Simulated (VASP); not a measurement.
# AlHSF₂: harmonic vibrations of a molecule

AlHSF₂, molecule in box, 5 atoms in the cell. PBE, harmonic vibrations; PAW potentials F, Al, S, H (PBE set).

## Input

INCAR.step1:
```
ALGO = Normal
EDIFF = 1E-8
EDIFFG = -0.002
ENCUT = 400
IBRION = 2
ISIF = 2
ISMEAR = 0
ISYM = 0
LASPH = T
LCHARG = F
LREAL = F
LWAVE = F
NELM = 100
NSW = 60
POTIM = 0.5
PREC = Accurate
SIGMA = 0.01
```

INCAR.step2:
```
ALGO = Normal
EDIFF = 1E-8
ENCUT = 400
IBRION = 5
ISMEAR = 0
ISYM = 0
LASPH = T
LCHARG = F
LREAL = F
LWAVE = F
NELM = 100
NFREE = 2
NSW = 1
POTIM = 0.015
PREC = Accurate
SIGMA = 0.01
```

KPOINTS:
```
k-points
0
Gamma
  1 1 1
```

POSCAR.step1:
```
AlHSF2
1.0
   11.0000000000      0.0000000000      0.0000000000
    0.0000000000     13.0000000000      0.0000000000
    0.0000000000      0.0000000000     12.0000000000
F Al S H
2 1 1 1
Direct
    0.5873454500      0.5477076900      0.6158125000
    0.5808363600      0.3628230800      0.4924041700
    0.5371727300      0.4821230800      0.5087708300
    0.4150181800      0.5506153800      0.3898541700
    0.4153545500      0.6404076900      0.4456541700
```

Commands (each step's output is kept before the next begins):
```
cat potpaw_PBE.64/F/POTCAR potpaw_PBE.64/Al/POTCAR potpaw_PBE.64/S/POTCAR potpaw_PBE.64/H/POTCAR > POTCAR
cp INCAR.step1 INCAR
cp POSCAR.step1 POSCAR
mpirun -np 4 vasp_gam > vasp.out
cp CONTCAR POSCAR
cp INCAR.step2 INCAR
mpirun -np 4 vasp_gam > vasp.out
```

## Result

- Vibrations (cm⁻¹; a negative value is imaginary): 2622, 902, 782, 655, 464, 256, 243, 222, 152
- Zero-point energy (eV): 0.390
- Translations and rotations, which should read zero (cm⁻¹): -17, -8, -4, 2, 18, 24
- Vibrational entropy at 298 K (meV/K): 0.414
- Displaced cells: 30
- Ionic steps, all stages: 74
- Electronic steps, all stages: 1125

VASP 6.6.1 took 832 s on 4 cores (Intel Xeon Platinum 8488C (Sapphire Rapids)), a shared host.
